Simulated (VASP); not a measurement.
OSZICAR of a VASP run on Ca (fcc):

OSZICAR:
```
       N       E                     dE             d eps       ncg     rms          rms(c)
DAV:   1     0.529984804240E+02    0.52998E+02   -0.48708E+03  1008   0.951E+02
DAV:   2    -0.951497023085E+01   -0.62513E+02   -0.62292E+02  1038   0.228E+02
DAV:   3    -0.119055859983E+02   -0.23906E+01   -0.23377E+01  1775   0.379E+01
DAV:   4    -0.119700693471E+02   -0.64483E-01   -0.64054E-01  1368   0.515E+00
DAV:   5    -0.119740355365E+02   -0.39662E-02   -0.39575E-02  1719   0.694E-01    0.105E+01
DAV:   6    -0.349828162395E+01    0.84758E+01   -0.23450E+00  1524   0.175E+01    0.117E+01
DAV:   7     0.162954908716E+01    0.51278E+01   -0.87133E+01  1272   0.543E+01    0.255E+01
DAV:   8    -0.120030861822E+02   -0.13633E+02   -0.17840E+01  1026   0.673E+01    0.439E+01
DAV:   9    -0.716287563715E+01    0.48402E+01   -0.84246E+00  1014   0.438E+01    0.802E+00
DAV:  10    -0.829353673557E+01   -0.11307E+01   -0.18513E+00  1024   0.218E+01    0.224E+01
DAV:  11    -0.793604162253E+01    0.35750E+00   -0.99534E-02  1386   0.477E+00    0.193E+01
DAV:  12    -0.807797639235E+01   -0.14193E+00   -0.25238E+00  1116   0.245E+01    0.471E-01
DAV:  13    -0.743427063966E+01    0.64371E+00   -0.10696E+00  1128   0.115E+01    0.125E+00
DAV:  14    -0.864918646667E+01   -0.12149E+01   -0.10261E+00  1012   0.115E+01    0.651E-01
DAV:  15    -0.729751847021E+01    0.13517E+01   -0.92804E-01  1010   0.114E+01    0.220E+00
DAV:  16    -0.717010306634E+01    0.12742E+00   -0.57376E-01  1011   0.893E+00    0.164E+00
DAV:  17    -0.720936236300E+01   -0.39259E-01   -0.23900E-01  1009   0.425E+00    0.176E+00
DAV:  18    -0.729899436219E+01   -0.89632E-01   -0.13135E-01  1014   0.321E+00    0.460E-01
DAV:  19    -0.731056268651E+01   -0.11568E-01   -0.39667E-02  1337   0.159E+00    0.415E-01
DAV:  20    -0.731208536272E+01   -0.15227E-02   -0.22203E-03  1352   0.315E-01    0.433E-01
DAV:  21    -0.731441042700E+01   -0.23251E-02   -0.80201E-04  1071   0.235E-01    0.447E-01
DAV:  22    -0.731247618738E+01    0.19342E-02   -0.35156E-02  1021   0.150E+00    0.357E-01
DAV:  23    -0.730878417041E+01    0.36920E-02   -0.16476E-02  1029   0.984E-01    0.330E-01
DAV:  24    -0.730341784939E+01    0.53663E-02   -0.22038E-02  1023   0.116E+00    0.458E-01
DAV:  25    -0.730376462971E+01   -0.34678E-03   -0.12053E-03  1311   0.268E-01    0.452E-01
DAV:  26    -0.731363176745E+01   -0.98671E-02   -0.49779E-02  1019   0.120E+00    0.386E-01
DAV:  27    -0.731219058965E+01    0.14412E-02   -0.53367E-03  1348   0.621E-01    0.362E-01
DAV:  28    -0.731336212748E+01   -0.11715E-02   -0.28090E-04  1201   0.132E-01    0.351E-01
DAV:  29    -0.731338811738E+01   -0.25990E-04   -0.25733E-05  1841   0.277E-02    0.353E-01
DAV:  30    -0.731589707089E+01   -0.25090E-02   -0.81740E-04  1032   0.256E-01    0.287E-01
DAV:  31    -0.731888985781E+01   -0.29928E-02   -0.13867E-03  1030   0.349E-01    0.261E-01
DAV:  32    -0.731956333431E+01   -0.67348E-03   -0.22241E-04  1137   0.158E-01    0.239E-01
DAV:  33    -0.732283243936E+01   -0.32691E-02   -0.66340E-03  1264   0.710E-01    0.141E-01
DAV:  34    -0.732231951970E+01    0.51292E-03   -0.16570E-03  1052   0.428E-01    0.167E-01
DAV:  35    -0.732208029460E+01    0.23923E-03   -0.58506E-04  1633   0.166E-01    0.170E-01
DAV:  36    -0.732133736571E+01    0.74293E-03   -0.91087E-04  1016   0.379E-01    0.264E-01
DAV:  37    -0.732153884591E+01   -0.20148E-03   -0.18278E-04  1022   0.146E-01    0.202E-01
DAV:  38    -0.732157864649E+01   -0.39801E-04   -0.12875E-04  1050   0.160E-01    0.183E-01
DAV:  39    -0.732155562531E+01    0.23021E-04   -0.59833E-04  1018   0.284E-01    0.108E-01
DAV:  40    -0.732204838408E+01   -0.49276E-03   -0.64665E-04  1016   0.257E-01    0.477E-02
DAV:  41    -0.732209439549E+01   -0.46011E-04   -0.16340E-04  1041   0.119E-01    0.381E-02
DAV:  42    -0.732224771039E+01   -0.15331E-03   -0.32566E-04  1017   0.186E-01    0.162E-02
DAV:  43    -0.732236788444E+01   -0.12017E-03   -0.32848E-04  1202   0.182E-01    0.127E-02
DAV:  44    -0.732234121365E+01    0.26671E-04   -0.28564E-05  1453   0.380E-02    0.143E-02
DAV:  45    -0.732238822432E+01   -0.47011E-04   -0.90458E-06  1090   0.379E-02    0.124E-02
DAV:  46    -0.732229566033E+01    0.92564E-04   -0.11750E-04  1015   0.989E-02    0.114E-02
DAV:  47    -0.732222883974E+01    0.66821E-04   -0.35408E-05  1161   0.584E-02    0.112E-02
DAV:  48    -0.732226808225E+01   -0.39243E-04   -0.11315E-05  1046   0.319E-02    0.776E-03
DAV:  49    -0.732221494478E+01    0.53137E-04   -0.16419E-05  1029   0.452E-02    0.127E-02
DAV:  50    -0.732224151281E+01   -0.26568E-04   -0.16473E-06  1391   0.119E-02    0.897E-03
DAV:  51    -0.732225597431E+01   -0.14462E-04   -0.33011E-06  1025   0.194E-02    0.696E-03
DAV:  52    -0.732227512056E+01   -0.19146E-04   -0.10695E-06  1088   0.120E-02    0.380E-03
DAV:  53    -0.732229224912E+01   -0.17129E-04   -0.15377E-06  1021   0.123E-02    0.102E-03
DAV:  54    -0.732230215651E+01   -0.99074E-05   -0.29705E-07  1112   0.518E-03    0.560E-04
DAV:  55    -0.732230213928E+01    0.17237E-07   -0.37572E-08   775   0.233E-03
   1 F= -.73223021E+01 E0= -.73224539E+01  d E =0.455209E-03
```

Question: Which electronic solver shows in the log?

Answer: It is blocked Davidson (ALGO = Normal, or the opening steps of other solvers). The INCAR had ALGO = Normal.

Question: Can the final energy be trusted as converged?

Answer: The run converged. It stopped with EDIFF = 1E-7, NELM = 100 (MS2 meta-GGA, plane waves, VASP's PBE PAW potentials (set 64)).

The compound is Ca in the fcc structure. It was relaxed first.
